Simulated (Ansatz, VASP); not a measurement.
# Cross-check of Si2Mo between VASP and Ansatz, part 2 of 2

Wanted: the spread between two codes on one cell, functional and k mesh. The cell is taken from a series of runs on this material, whose earlier steps may have relaxed, scaled, displaced or heated it; both programs get it as it stands.

VASP 6.6.1 and Ansatz 0.2.0.

So far: The starting structure; Ansatz: zone-centre phonons, PBEsol.

## Step 3: VASP: zone-centre phonons, PBEsol

Level of this step: PBEsol; plane waves and PAW (Si, Mo_sv) (VASP).

The same cell, functional, mesh and smearing now go to VASP, with its own data sets.

Lines of VASP's logs that name or quote its potential files are left out, and so is its time.

INCAR

```
SYSTEM = Si2Mo
PREC = Accurate
ENCUT = 500
EDIFF = 1E-08
NELM = 120
ISMEAR = 1
SIGMA = 0.2
LREAL = .FALSE.
ALGO = Normal
GGA = PS
NBANDS = 17
LASPH = .TRUE.
LORBIT = 11
LWAVE = .FALSE.
LCHARG = .FALSE.
ISIF = 2
IBRION = 8
GGA_COMPAT = .FALSE.
KPAR = 2
```

POSCAR

```
Si2Mo
1.0
   -1.5603813859      1.5603813859      3.8417655659
    1.5603813859     -1.5603813859      3.8417655659
    1.5603813859      1.5603813859     -3.8417655659
Si Mo
2 1
Direct
    0.3342330951      0.3342330951      0.0000000000
    0.6657669049      0.6657669049      0.0000000000
    0.0000000000      0.0000000000      0.0000000000
```

KPOINTS

```
Automatic mesh
0
Gamma
20 20 20
0 0 0
```

Potentials, in the order of the species: Si and Mo_sv (PBE family, release 64).

Started as:

```console
mpirun -np 2 vasp_std
```

Numbers of over 12 decimals in the logs are rounded to 6 here.

The program printed:

```text
[banner, memory and clock lines left out]
running    2 mpi-ranks, on    1 nodes
 distrk:  each k-point on    1 cores,    2 groups
 distr:  one band on    1 cores,    1 groups

 POSCAR found type information on POSCAR SiMo
 POSCAR found :  2 types and       3 ions
|                                                                             |
|               ----> ADVICE to this user running VASP <----                  |
|                                                                             |
|     You enforced a specific xc type in the INCAR file but a different       |
|     [... a line on the potential file left out ...]
|     I HOPE YOU KNOW WHAT YOU ARE DOING!                                     |
|                                                                             |

 LDA part: xc-table for (Slater+PW92), standard interpolation
 POSCAR, INCAR and KPOINTS ok, starting setup
 FFT: planning ... GRIDC
 FFT: planning ... GRID_SOFT
 FFT: planning ... GRID
 WAVECAR not read
 entering main loop
       N       E                     dE             d eps       ncg     rms          rms(c)
DAV:   1     0.117735223437E+03    0.11774E+03   -0.11243E+04 21826   0.121E+03
DAV:   2    -0.231260511366E+02   -0.14086E+03   -0.13829E+03 26794   0.309E+02
DAV:   3    -0.258631991004E+02   -0.27371E+01   -0.27127E+01 27054   0.390E+01
DAV:   4    -0.258769627670E+02   -0.13764E-01   -0.13755E-01 26780   0.306E+00
DAV:   5    -0.258770508254E+02   -0.88058E-04   -0.88054E-04 26980   0.247E-01    0.265E+01
DAV:   6    -0.251084700249E+02    0.76858E+00   -0.52668E+00 23547   0.159E+01    0.644E+00
DAV:   7    -0.250011206305E+02    0.10735E+00   -0.67553E-01 22961   0.519E+00    0.540E+00
DAV:   8    -0.249646394829E+02    0.36481E-01   -0.95561E-02 23810   0.239E+00    0.442E-01
DAV:   9    -0.249637895619E+02    0.84992E-03   -0.16982E-03 26788   0.349E-01    0.222E-01
DAV:  10    -0.249636903305E+02    0.99231E-04   -0.42975E-04 25101   0.181E-01    0.608E-02
DAV:  11    -0.249636813818E+02    0.89488E-05   -0.10858E-04 24252   0.788E-02    0.251E-02
DAV:  12    -0.249636804530E+02    0.92875E-06   -0.16775E-05 23448   0.290E-02    0.956E-03
DAV:  13    -0.249636797110E+02    0.74197E-06   -0.16574E-06 23546   0.110E-02    0.209E-03
DAV:  14    -0.249636796676E+02    0.43412E-07   -0.32184E-08 27398   0.140E-03    0.292E-04
DAV:  15    -0.249636796532E+02    0.14438E-07   -0.14396E-09 12004   0.331E-04    0.265E-04
DAV:  16    -0.249636796515E+02    0.16603E-08   -0.32612E-10 11719   0.162E-04
   1 F= -.24963680E+02 E0= -.24963804E+02  d E =0.374393E-03
 Linear response reoptimize wavefunctions to high precision
DAV:   1    -0.249636796518E+02   -0.30877E-09   -0.26393E-11 11989   0.391E-05
DAV:   2    -0.249636796519E+02   -0.23192E-10   -0.34024E-12 11593   0.144E-05
 Linear response DOF=           4
 Linear response progress:
  Degree of freedom:   1/  4
       N       E                     dE             d eps       ncg     rms          rms(c)
RMM:   1    -0.207209829329E-01   -0.20721E-01   -0.13720E-02178070   0.924E-01
RMM:   2    -0.163838945093E-01    0.43371E-02   -0.13030E-03114974   0.230E-01    0.101E-01
RMM:   3    -0.164597290941E-01   -0.75835E-04   -0.18309E-04114421   0.673E-02    0.542E-02
RMM:   4    -0.166314184695E-01   -0.17169E-03   -0.11293E-04118524   0.507E-02    0.109E-02
RMM:   5    -0.166188379409E-01    0.12581E-04   -0.16860E-06120819   0.129E-02    0.185E-03
RMM:   6    -0.166230513414E-01   -0.42134E-05   -0.40024E-07121567   0.269E-03    0.626E-04
RMM:   7    -0.166210362837E-01    0.20151E-05    0.54040E-08128141   0.824E-04    0.158E-04
RMM:   8    -0.166216313448E-01   -0.59506E-06    0.29668E-09128477   0.202E-04    0.398E-05
RMM:   9    -0.166216365449E-01   -0.52001E-08    0.95577E-09125574   0.779E-05    0.134E-05
 first order change of Fermi-energy   0.24617E-04
 force on displaced ion       1 direction 1 : -10.472  -0.000  -0.000
 Linear response progress:
  Degree of freedom:   2/  4
       N       E                     dE             d eps       ncg     rms          rms(c)
RMM:   1    -0.305157338546E-01   -0.30516E-01   -0.63870E-03 53400   0.118E+00
RMM:   2    -0.230644312433E-01    0.74513E-02   -0.23629E-03 36493   0.300E-01    0.165E-01
RMM:   3    -0.230374269178E-01    0.27004E-04   -0.72697E-04 33661   0.133E-01    0.130E-01
RMM:   4    -0.231000967742E-01   -0.62670E-04   -0.11266E-04 34793   0.649E-02    0.475E-02
RMM:   5    -0.231614607583E-01   -0.61364E-04   -0.17344E-05 37654   0.244E-02    0.168E-02
RMM:   6    -0.231657595441E-01   -0.42988E-05   -0.15670E-06 36454   0.798E-03    0.278E-03
RMM:   7    -0.231655061717E-01    0.25337E-06   -0.99507E-08 37704   0.218E-03    0.649E-04
RMM:   8    -0.231647346376E-01    0.77153E-06   -0.13814E-08 37191   0.763E-04    0.343E-04
RMM:   9    -0.231652037134E-01   -0.46908E-06    0.12900E-10 37137   0.308E-04    0.459E-05
RMM:  10    -0.231653191023E-01   -0.11539E-06   -0.13597E-09 39893   0.107E-04    0.180E-05
RMM:  11    -0.231653243970E-01   -0.52948E-08   -0.63193E-09 38335   0.425E-05    0.297E-06
 first order change of Fermi-energy  -0.21713E-01
 force on displaced ion       1 direction 3 :   0.000   0.000 -15.887
 Linear response progress:
  Degree of freedom:   3/  4
       N       E                     dE             d eps       ncg     rms          rms(c)
RMM:   1    -0.778049150598E+00   -0.77805E+00    0.42797E+00 43030   0.219E+01
RMM:   2    -0.579367419232E+00    0.19868E+00   -0.28167E-01 60810   0.367E+00    0.164E-01
RMM:   3    -0.578843843907E+00    0.52358E-03   -0.46332E-03 78115   0.486E-01    0.904E-02
RMM:   4    -0.577896292174E+00    0.94755E-03   -0.41574E-04 83209   0.152E-01    0.245E-02
RMM:   5    -0.577773683223E+00    0.12261E-03   -0.43586E-05 91293   0.405E-02    0.962E-03
RMM:   6    -0.577781612411E+00   -0.79292E-05   -0.54603E-06 81206   0.134E-02    0.113E-03
RMM:   7    -0.577782642907E+00   -0.10305E-05   -0.12006E-06 91868   0.453E-03    0.520E-04
RMM:   8    -0.577785821669E+00   -0.31788E-05   -0.44644E-07 86303   0.153E-03    0.238E-04
RMM:   9    -0.577789458404E+00   -0.36367E-05   -0.14081E-07 85094   0.818E-04    0.294E-05
RMM:  10    -0.577789586774E+00   -0.12837E-06   -0.72345E-08 90204   0.405E-04    0.175E-05
RMM:  11    -0.577790005570E+00   -0.41880E-06   -0.48761E-08 85855   0.264E-04    0.609E-06
RMM:  12    -0.577790013561E+00   -0.79908E-08   -0.36187E-08 94353   0.176E-04    0.168E-06
 first order change of Fermi-energy  -0.91354E-03
 force on displaced ion       3 direction 1 : -12.910  -0.000   0.000
 Linear response progress:
  Degree of freedom:   4/  4
       N       E                     dE             d eps       ncg     rms          rms(c)
RMM:   1    -0.822025254751E+00   -0.82203E+00    0.47677E+00 23379   0.225E+01
RMM:   2    -0.624897428667E+00    0.19713E+00   -0.29199E-01 33340   0.372E+00    0.179E-01
RMM:   3    -0.623806140298E+00    0.10913E-02   -0.47384E-03 41310   0.505E-01    0.919E-02
RMM:   4    -0.622567243929E+00    0.12389E-02   -0.64701E-04 42857   0.178E-01    0.268E-02
RMM:   5    -0.622370588165E+00    0.19666E-03   -0.68177E-05 48845   0.474E-02    0.145E-02
RMM:   6    -0.622246600590E+00    0.12399E-03   -0.84056E-06 49069   0.164E-02    0.391E-03
RMM:   7    -0.622259315397E+00   -0.12715E-04   -0.76961E-07 44714   0.668E-03    0.556E-04
RMM:   8    -0.622261364880E+00   -0.20495E-05   -0.30779E-07 50641   0.222E-03    0.364E-04
RMM:   9    -0.622263536677E+00   -0.21718E-05   -0.67283E-08 48602   0.799E-04    0.179E-04
RMM:  10    -0.622265188151E+00   -0.16515E-05   -0.88584E-09 47705   0.475E-04    0.254E-05
RMM:  11    -0.622264930978E+00    0.25717E-06   -0.33754E-08 48733   0.258E-04    0.127E-05
RMM:  12    -0.622264934962E+00   -0.39841E-08   -0.17996E-08 50697   0.178E-04    0.307E-06
 first order change of Fermi-energy   0.55390E-03
 force on displaced ion       3 direction 3 :   0.000   0.000 -16.957
 Linear response finished
```

From OUTCAR (step 3):

```text
ion  position               nearest neighbor table
   1  0.334  0.334  0.000-   2 2.55   3 2.55   3 2.55   3 2.55   3 2.55   2 2.56   2 2.56   2 2.56
                             2 2.56   3 2.57
   2  0.666  0.666  0.000-   1 2.55   3 2.55   3 2.55   3 2.55   3 2.55   1 2.56   1 2.56   1 2.56
                             1 2.56   3 2.57
   3  0.000  0.000  0.000-   2 2.55   1 2.55   2 2.55   1 2.55   2 2.55   1 2.55   1 2.55   2 2.55
                             1 2.57   2 2.57

  LATTYP: Found a body centered tetragonal cell.
 ALAT       =     3.1207627718
 C/A-ratio  =     2.4620683127

 Subroutine GETGRP returns: Found 16 space group operations
 (whereof 16 operations were pure point group operations)

The static configuration has the point symmetry D_4h.

 Found    641 irreducible k-points:

   k-points           NKPTS =    641   k-points in BZ     NKDIM =    641   number of bands    NBANDS=     17

   dimension x,y,z NGX =    32 NGY =   32 NGZ =   32
   dimension x,y,z NGXF=    64 NGYF=   64 NGZF=   64

   ENCUT  =  500.0 eV  36.75 Ry    6.06 a.u.   8.08  8.08  8.08*2*pi/ulx,y,z

   NELECT =      22.0000    total number of electrons

 k-points in reciprocal lattice and weights: Automatic mesh
   0.00000000  0.00000000  0.00000000       0.000
   0.05000000 -0.00000000  0.00000000       0.001
   0.10000000 -0.00000000  0.00000000       0.001
   0.15000000  0.00000000 -0.00000000       0.001
   0.20000000 -0.00000000  0.00000000       0.001
   0.25000000  0.00000000  0.00000000       0.001
   0.30000000  0.00000000 -0.00000000       0.001
   0.35000000 -0.00000000  0.00000000       0.001
   0.40000000 -0.00000000  0.00000000       0.001
[...]
-0.45000000 -0.45000000  0.45000000       0.000
   0.50000000  0.50000000  0.50000000       0.000

 average (electrostatic) potential at core
       1 -76.0459       2 -76.0459       3 -67.6879

  Total        3.7235146      3.7235146      3.7248716      0.0000000      0.0000000      0.0000000
  in kB      159.4451333    159.4451333    159.5032434      0.0000000      0.0000000      0.0000000
  external PRESSURE =     159.4645033 kB  Pullay stress =       0.0000000 kB

  energy-cutoff  :      500.00
  volume of cell :       37.42
      direct lattice vectors                 reciprocal lattice vectors
    -1.560381386  1.560381386  3.841765566     0.000000000  0.320434481  0.130148493
     1.560381386 -1.560381386  3.841765566     0.320434481  0.000000000  0.130148493
     1.560381386  1.560381386 -3.841765566     0.320434481  0.320434481  0.000000000

 POSITION                                       TOTAL-FORCE (eV/Angst)
 -----------------------------------------------------------------------------------
      0.00000      0.00000      2.56809        -0.000000     -0.000000     -0.005613
      0.00000      0.00000      5.11544         0.000000      0.000000      0.005613
      0.00000      0.00000      0.00000        -0.000000     -0.000000     -0.000000
 -----------------------------------------------------------------------------------
    total drift:                                0.000000     -0.000000     -0.000000

 Eigenvectors and eigenvalues of the dynamical matrix
 ----------------------------------------------------

   1 f  =   14.237942 THz    89.459628 2PiTHz  474.926622 cm-1    58.883370 meV
             X         Y         Z           dx          dy          dz
      0.000000  0.000000  2.568090     0.000000    0.000000   -0.707107
      0.000000  0.000000  5.115441    -0.000000    0.000000    0.707107
      0.000000  0.000000  0.000000    -0.000000   -0.000000    0.000000

   2 f  =   11.229482 THz    70.556917 2PiTHz  374.575201 cm-1    46.441385 meV
             X         Y         Z           dx          dy          dz
      0.000000  0.000000  2.568090     0.707107    0.000000    0.000000
      0.000000  0.000000  5.115441    -0.707107   -0.000000   -0.000000
      0.000000  0.000000  0.000000    -0.000000    0.000000    0.000000

   3 f  =   11.229482 THz    70.556917 2PiTHz  374.575201 cm-1    46.441385 meV
             X         Y         Z           dx          dy          dz
      0.000000  0.000000  2.568090     0.000000   -0.707107    0.000000
      0.000000  0.000000  5.115441    -0.000000    0.707107   -0.000000
      0.000000  0.000000  0.000000    -0.000000   -0.000000    0.000000

   4 f  =   10.815342 THz    67.954800 2PiTHz  360.760987 cm-1    44.728642 meV
             X         Y         Z           dx          dy          dz
      0.000000  0.000000  2.568090     0.000000    0.000000   -0.561564
      0.000000  0.000000  5.115441    -0.000000    0.000000   -0.561564
      0.000000  0.000000  0.000000     0.000000   -0.000000    0.607694

   5 f  =    9.436190 THz    59.289329 2PiTHz  314.757410 cm-1    39.024928 meV
             X         Y         Z           dx          dy          dz
      0.000000  0.000000  2.568090     0.000000    0.561542    0.000000
      0.000000  0.000000  5.115441     0.000000    0.561542    0.000000
      0.000000  0.000000  0.000000    -0.000000   -0.607735   -0.000000

   6 f  =    9.436190 THz    59.289329 2PiTHz  314.757410 cm-1    39.024928 meV
             X         Y         Z           dx          dy          dz
      0.000000  0.000000  2.568090     0.561542   -0.000000   -0.000000
      0.000000  0.000000  5.115441     0.561542   -0.000000    0.000000
      0.000000  0.000000  0.000000    -0.607735   -0.000000    0.000000

   7 f/i=    0.000228 THz     0.001430 2PiTHz    0.007591 cm-1     0.000941 meV
             X         Y         Z           dx          dy          dz
      0.000000  0.000000  2.568090     0.000000    0.000000    0.429705
      0.000000  0.000000  5.115441     0.000000    0.000000    0.429705
      0.000000  0.000000  0.000000     0.000000    0.000000    0.794171

   8 f/i=    0.000682 THz     0.004286 2PiTHz    0.022753 cm-1     0.002821 meV
             X         Y         Z           dx          dy          dz
      0.000000  0.000000  2.568090     0.425379    0.061020   -0.000000
      0.000000  0.000000  5.115441     0.425379    0.061020   -0.000000
      0.000000  0.000000  0.000000     0.786093    0.112764   -0.000000

   9 f/i=    0.000682 THz     0.004286 2PiTHz    0.022753 cm-1     0.002821 meV
             X         Y         Z           dx          dy          dz
      0.000000  0.000000  2.568090     0.061020   -0.425379    0.000000
      0.000000  0.000000  5.115441     0.061020   -0.425379    0.000000
      0.000000  0.000000  0.000000     0.112764   -0.786093    0.000000

 ELASTIC MODULI CONTR FROM IONIC RELAXATION (kBar)
 Direction    XX          YY          ZZ          XY          YZ          ZX
 --------------------------------------------------------------------------------
 XX         -20.3111    -20.3111    -20.2429      0.0000     -0.0000      0.0000
 YY         -20.3111    -20.3111    -20.2429      0.0000     -0.0000      0.0000
 ZZ         -20.2429    -20.2429    -20.1749      0.0000     -0.0000      0.0000
 XY           0.0000      0.0000      0.0000      0.0000      0.0000      0.0000
 YZ          -0.0000     -0.0000     -0.0000      0.0000    -43.0885      0.0000
 ZX           0.0000      0.0000      0.0000      0.0000      0.0000    -19.5783
 --------------------------------------------------------------------------------
```

## Step 4: Comparison

Known differences besides the potentials themselves: the cutoff is 420 eV in Ansatz and 500 eV in VASP; Ansatz makes its cores anew for this functional, VASP keeps those of its PBE data sets. Total energies have different zeros and are not compared.

Both answers:

| quantity | Ansatz | VASP | difference |
| --- | --- | --- | --- |
| optical mode 1 to 2 (cm⁻¹) | 313.4 | 314.8 | -0.43 % |
| optical mode 3 (cm⁻¹) | 359.2 | 360.8 | -0.43 % |
| optical mode 4 to 5 (cm⁻¹) | 373.8 | 374.6 | -0.21 % |
| optical mode 6 (cm⁻¹) | 474.4 | 474.9 | -0.11 % |

Modes are paired by rising frequency, not by their patterns, so a pair may set unlike modes beside each other; they are those without the splitting of longitudinal modes.

## Step 5: What came out

```
r.m.s. difference of the optical zone-centre modes, each program's sorted by frequency (zone-centre phonons, PBEsol) : 1.1 cm⁻¹
```

What this shows: The r.m.s. difference of the optical zone-centre modes, each program's sorted by frequency is 1.1 cm⁻¹ (zone-centre phonons, PBEsol). How closely two codes agree says nothing of how well the functional describes the real material.

[Lines on the potential files, build, host, timing and source positions are cut from VASP's logs without a mark.]

[Logs are printed without paths, hosts, clocks, repeated set-up lines and the standing remarks that a program may print on its own settings, such as how far it seeks lower states.]

[Hosts, paths, dates, database ids (printed as entryN), source tags and the programs' standing remarks are cut or masked in the printed files.]
